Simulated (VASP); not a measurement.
Calculation: PBEsol GGA, VASP's PBE PAW potentials (set 64) (plane waves; VASP).

VASP input:

INCAR:
```
EDIFFG = -0.02   # ionic stop
ISIF = 3   # ions, shape and volume
IBRION = 2   # conjugate gradients
NSW = 60
GGA = PS
SYSTEM = YSb
LREAL = .False.   # projection in real space or not
ISMEAR = 1   # Methfessel-Paxton
LCHARG = .False.
LMAXMIX = 4   # l cut-off of mixed one-centre charges
NELM = 100
LWAVE = .False.
ENCUT = 400   # plane-wave cut-off (eV)
LASPH = .True.
SIGMA = 0.1   # width (eV)
EDIFF = 1E-6   # SCF stop (eV)
PREC = Accurate
ALGO = Normal   # blocked Davidson
```

### POSCAR
```
YSb
1
    4.3050440796     0.0000000000    -0.0000000000
   -2.1525220398     3.7282773055     0.0000000000
    0.0000000000    -0.0000000000     7.3884544538
Y Sb
2 2
Direct
  0.0000000000   0.0000000000   0.0000000000
  0.0000000000   0.0000000000   0.5000000000
  0.3333330000   0.6666670000   0.2500000000
  0.6666670000   0.3333330000   0.7500000000
```

**KPOINTS**
```
Automatic mesh
0
Gamma
8 8 4
0 0 0
```

POTCAR, in this order: Y_sv Sb (PBE.64 set). Program: vasp_std.

Unless said otherwise, spin-orbit coupling is left out, though it shifts the bands of the heavy elements here.

**Question.** Estimate the energy per atom (σ→0), volume per atom, band gap (on the k-mesh).

**Answer.** 
| Property | Result |
|---|---|
| energy per atom (σ→0) | -6.805 eV/atom |
| band gap (on the k-mesh) | none (metal, semimetal or under 0.01 eV) |
| volume per atom | 29.59 Å³/atom |

OSZICAR:
```
...
DAV:   1    -0.272201322056E+02   -0.75955E-03   -0.28044E-02  1444   0.113E+00    0.289E-01
DAV:   2    -0.272196529576E+02    0.47925E-03   -0.21007E-03  1524   0.279E-01    0.111E-01
DAV:   3    -0.272194078151E+02    0.24514E-03   -0.79183E-04  1944   0.146E-01    0.545E-02
DAV:   4    -0.272194034381E+02    0.43770E-05   -0.21098E-04  2116   0.636E-02    0.599E-02
DAV:   5    -0.272194145391E+02   -0.11101E-04   -0.20184E-05  1732   0.248E-02    0.223E-02
DAV:   6    -0.272194168891E+02   -0.23500E-05   -0.10152E-05  1792   0.124E-02    0.800E-03
DAV:   7    -0.272194168674E+02    0.21657E-07   -0.23563E-07   764   0.335E-03
   4 F= -.27219417E+02 E0= -.27219585E+02  d E =-.436717E-04
```

The structure was generated: YSb was put into the NiAs type type (P6_3/mmc), which need not be its known phase. This run relaxes it. Symmetry was kept, so distortions that lower it aren't found. The start is the result of an earlier pass.
